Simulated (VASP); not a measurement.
# LuNiC2 with PBEsol + U: from relaxation to properties, part 6 of 11

What structure does LuNiC2 take at this level, and what are its properties? Left out of this account: 1 further run (optics: it diverged and was aborted). The start is a computed cell from the Materials Project.

VASP 6.6.1, plane waves and PAW; the level of theory is named at each step.

Still holding for the runs below: The data set Lu_3 holds the 4f electrons frozen in the core, so no f bands or f moments appear. This run allows spin, but its moments start at zero, where symmetry between the spins tends to hold them, although Ni can carry a moment. Its electron count is odd, so without a moment it is a metal by construction. The k-mesh is coarse for a metal.

So far. Step 6 (The orders side by side): All patterns lost their moments. Runs that ended non-magnetic differ by up to 1.1 meV an atom among themselves, which is the error from the unlike meshes of the cells. The session goes on with moments started at or near zero. Step 7 (Full relaxation (PBEsol + U)): It ends with a largest force of 0.007 eV/Å and a pressure of -0.04 GPa.

### 8. Second relaxation

Level of this step: PBEsol, DFT+U (Ni d 4 eV), zero-moment start, 4f electrons in the core; plane waves and PAW (Lu_3, Ni, C) (VASP).

A relaxation keeps the plane waves of the cell it began with, so it is repeated from the new cell, on a basis made for it.

Input file INCAR:

```
SYSTEM = LuNiC2
PREC = Accurate
ENCUT = 520
EDIFF = 1E-06
NELM = 100
ISMEAR = 0
SIGMA = 0.05
LREAL = .FALSE.
ALGO = Normal
GGA = PS
NBANDS = 21
ISPIN = 2
MAGMOM = -0 -0 -0 -0
LDAU = .TRUE.
LDAUTYPE = 2
LDAUL = -1 2 -1
LDAUU = 0 4 0
LDAUJ = 0 0 0
LDAUPRINT = 1
LASPH = .TRUE.
LMAXMIX = 4
LORBIT = 11
LWAVE = .FALSE.
LCHARG = .FALSE.
KPAR = 8
IBRION = 2
NSW = 60
ISIF = 3
EDIFFG = -0.01
```

Input file POSCAR:

```
LuNiC2
1.0
    3.3823116440      0.0000000000      0.0000000000
    0.0000000000      2.2139071804      2.9186703621
    0.0000000000     -2.2139071804      2.9186703621
Lu Ni C
1 1 2
Direct
    0.0000000000      0.9986368302      0.9986368302
    0.5000000000      0.3902141072      0.3902141072
    0.5000000000      0.8536986526      0.5424514199
    0.5000000000      0.5424514199      0.8536986526
```

Input file KPOINTS:

```
Automatic mesh
0
Gamma
6 6 6
0 0 0
```

The projector-augmented-wave data sets are Lu_3, Ni and C (PBE family, release 64).

The run is started by

```bash
> mpirun -np 8 vasp_std
```

Log:

```text
[... set-up lines as in an earlier step ...]
 entering main loop
       N       E                     dE             d eps       ncg     rms          rms(c)
DAV:   1     0.131842144023E+03    0.13184E+03   -0.12185E+04  6502   0.153E+03
DAV:   2    -0.225714087340E+02   -0.15441E+03   -0.14712E+03  7071   0.535E+02
DAV:   3    -0.335435810457E+02   -0.10972E+02   -0.10819E+02  7203   0.116E+02
DAV:   4    -0.337597110706E+02   -0.21613E+00   -0.21558E+00  6620   0.117E+01
DAV:   5    -0.337636279177E+02   -0.39168E-02   -0.39107E-02  6006   0.151E+00    0.352E+01
DAV:   6    -0.376216179704E+02   -0.38580E+01   -0.14566E+02  7128   0.146E+02    0.326E+01
DAV:   7    -0.295049359878E+02    0.81167E+01   -0.23565E+01  6240   0.104E+02    0.144E+01
DAV:   8    -0.297715888553E+02   -0.26665E+00   -0.41771E+00  7664   0.230E+01    0.107E+01
DAV:   9    -0.297133369061E+02    0.58252E-01   -0.27402E+00  6450   0.239E+01    0.297E+00
DAV:  10    -0.296431007199E+02    0.70236E-01   -0.26899E-01  6726   0.852E+00    0.126E+00
DAV:  11    -0.296385349530E+02    0.45658E-02   -0.32547E-02  7892   0.238E+00    0.361E-01
DAV:  12    -0.296386546460E+02   -0.11969E-03   -0.26078E-03  5572   0.385E-01    0.916E-02
DAV:  13    -0.296386385051E+02    0.16141E-04   -0.11961E-04  7776   0.114E-01    0.648E-02
DAV:  14    -0.296386361258E+02    0.23792E-05   -0.26785E-05  6261   0.522E-02    0.345E-02
DAV:  15    -0.296386343545E+02    0.17714E-05   -0.56947E-06  4595   0.347E-02    0.729E-03
DAV:  16    -0.296386346744E+02   -0.31997E-06   -0.42197E-06  5724   0.185E-02
   1 F= -.29638635E+02 E0= -.29637852E+02  d E =-.296386E+02  mag=     0.0000
 curvature:   0.00 expect dE= 0.000E+00 dE for cont linesearch  0.000E+00
 trial: gam= 0.00000 g(F)=  0.430E-05 g(S)=  0.849E-05 ort = 0.000E+00 (trialstep = 0.100E+01)
 search vector abs. value=  0.128E-04
 reached required accuracy - stopping structural energy minimisation
```

Run time: 13 s. Hardware: 8 MPI ranks of Intel Xeon 6975P-C (Granite Rapids), shared host; peak memory 1.9 GiB; 82 s of CPU time.

OUTCAR, selected parts (step 8):

```text
   ENCUT  =  520.0 eV  38.22 Ry    6.18 a.u.   6.29  6.81  6.81*2*pi/ulx,y,z

   NELECT =      27.0000    total number of electrons

atom =   2  type =  2  l = 2

 onsite density matrix

spin component  1

  0.8809  0.0000  0.0000  0.0000  0.0000
  0.0000  0.7618  0.0000  0.0000  0.0000
  0.0000  0.0000  0.8975  0.0000  0.0143
  0.0000  0.0000  0.0000  0.9320  0.0000
  0.0000  0.0000  0.0143  0.0000  0.8924

spin component  2

  0.8809  0.0000  0.0000  0.0000  0.0000
  0.0000  0.7618  0.0000  0.0000  0.0000
  0.0000  0.0000  0.8974  0.0000  0.0143
  0.0000  0.0000  0.0000  0.9320  0.0000
  0.0000  0.0000  0.0143  0.0000  0.8924

 occupancies and eigenvectors

  o =  0.7618  v =  0.0000  0.0000  0.0000  0.0000  0.0000  0.0000  1.0000  0.0000  0.0000  0.0000      0.0000  0.0000  0.0000  0.0000  0.0000  0.0000  0.0000  0.0000  0.0000  0.0000
  o =  0.7618  v =  0.0000  1.0000  0.0000  0.0000  0.0000  0.0000  0.0000  0.0000  0.0000  0.0000      0.0000  0.0000  0.0000  0.0000  0.0000  0.0000  0.0000  0.0000  0.0000  0.0000
  o =  0.8804  v =  0.0000  0.0000  0.0000  0.0000  0.0000  0.0000  0.0000 -0.6422  0.0000  0.7666      0.0000  0.0000  0.0000  0.0000  0.0000  0.0000  0.0000  0.0000  0.0000  0.0000
  o =  0.8804  v =  0.0000  0.0000 -0.6421  0.0000  0.7666  0.0000  0.0000  0.0000  0.0000  0.0000      0.0000  0.0000  0.0000  0.0000  0.0000  0.0000  0.0000  0.0000  0.0000  0.0000
  o =  0.8809  v =  0.0000  0.0000  0.0000  0.0000  0.0000  1.0000  0.0000  0.0000  0.0000  0.0000      0.0000  0.0000  0.0000  0.0000  0.0000  0.0000  0.0000  0.0000  0.0000  0.0000
  o =  0.8809  v =  1.0000  0.0000  0.0000  0.0000  0.0000  0.0000  0.0000  0.0000  0.0000  0.0000      0.0000  0.0000  0.0000  0.0000  0.0000  0.0000  0.0000  0.0000  0.0000  0.0000
  o =  0.9094  v =  0.0000  0.0000 -0.7666  0.0000 -0.6421  0.0000  0.0000  0.0000  0.0000  0.0000      0.0000  0.0000  0.0000  0.0000  0.0000  0.0000  0.0000  0.0000  0.0000  0.0000
  o =  0.9094  v =  0.0000  0.0000  0.0000  0.0000  0.0000  0.0000  0.0000 -0.7666  0.0000 -0.6422      0.0000  0.0000  0.0000  0.0000  0.0000  0.0000  0.0000  0.0000  0.0000  0.0000
  o =  0.9320  v =  0.0000  0.0000  0.0000  0.0000  0.0000  0.0000  0.0000  0.0000 -1.0000  0.0000      0.0000  0.0000  0.0000  0.0000  0.0000  0.0000  0.0000  0.0000  0.0000  0.0000
  o =  0.9320  v =  0.0000  0.0000  0.0000 -1.0000  0.0000  0.0000  0.0000  0.0000  0.0000  0.0000      0.0000  0.0000  0.0000  0.0000  0.0000  0.0000  0.0000  0.0000  0.0000  0.0000

 E-fermi :   7.0836

 spin component 1
 k-point     1 :       0.0000    0.0000    0.0000
  band No.  band energies     occupation
    ...
      9       3.0057      1.00000
     10       3.6468      1.00000
     11       3.9455      1.00000
     12       4.7167      1.00000
     13       5.3358      1.00000
     14       7.4195      0.00000
     15       7.4633      0.00000
     16       9.1908      0.00000
     17      11.2417      0.00000
     18      11.4488      0.00000
    ...

 k-point     2 :       0.1667    0.0000    0.0000
  band No.  band energies     occupation
    ...
      9       3.4924      1.00000
     10       3.5609      1.00000
     11       3.9967      1.00000
     12       4.4762      1.00000
     13       5.5087      1.00000
     14       7.1264      0.11318
     15       8.1493      0.00000
     16       8.3538      0.00000
     17      10.2631      0.00000
     18      12.3568      0.00000
    ...

  Total        0.0150326      0.0006133      0.0218622      0.0000000      0.0000000      0.0000000
  in kB        0.5510066      0.0224797      0.8013385      0.0000000      0.0000000      0.0000000
  external PRESSURE =       0.4582749 kB  Pullay stress =       0.0000000 kB

 POSITION                                       TOTAL-FORCE (eV/Angst)
 -----------------------------------------------------------------------------------
      0.00000      0.00000      5.82938         0.000000     -0.000000      0.006144
      1.69116      0.00000      2.27781         0.000000     -0.000000      0.002981
      1.69116      0.68907      4.07490         0.000000     -0.000674     -0.004563
      1.69116     -0.68907      4.07490         0.000000      0.000674     -0.004563
 -----------------------------------------------------------------------------------
    total drift:                                0.000000     -0.000000     -0.000189

  FREE ENERGIE OF THE ION-ELECTRON SYSTEM (eV)
  ---------------------------------------------------
  free  energy   TOTEN  =       -29.6386346744 eV

  energy  without entropy=      -29.6370693393  energy(sigma->0) =      -29.63785201

 magnetization (x)
# of ion       s       p       d       tot
------------------------------------------
    1       -0.000   0.000   0.000   0.000
    2       -0.000  -0.000   0.000   0.000
    3        0.000   0.000   0.000   0.000
    4        0.000   0.000   0.000   0.000
--------------------------------------------------
tot          0.000   0.000   0.000   0.000

[... 5 parts as in an earlier step ...]

[... 15 further parts left out ...]
```

Little changed from the start: no atom moved by 0.005 Å and no cell edge by 0.1 %.

Numbers from this step:

```yaml
pressure: 0.04583 GPa
scf_cycles_over_all_ionic_steps: 16
```

It ends with a largest force of 0.006 eV/Å and a pressure of 0.05 GPa. The volume moved by under 0.01 %: the run met its threshold at the first step.

[end of part 6 of 11]

[Lines on the potential files, build, host, timing and source positions are cut from VASP's logs without a mark.]

[Logs are printed without paths, hosts, clocks, repeated set-up lines and the standing remarks that a program may print on its own settings, such as how far it seeks lower states.]

[Hosts, paths, dates, database ids (printed as entryN), source tags and the programs' standing remarks are cut or masked in the printed files.]

[A measured line is paired with the nearest computed mode of its activity, which favours agreement.]

[In band tables of VASP the shares of atoms and orbitals are scaled to a sum of 1 inside the atoms' spheres.]
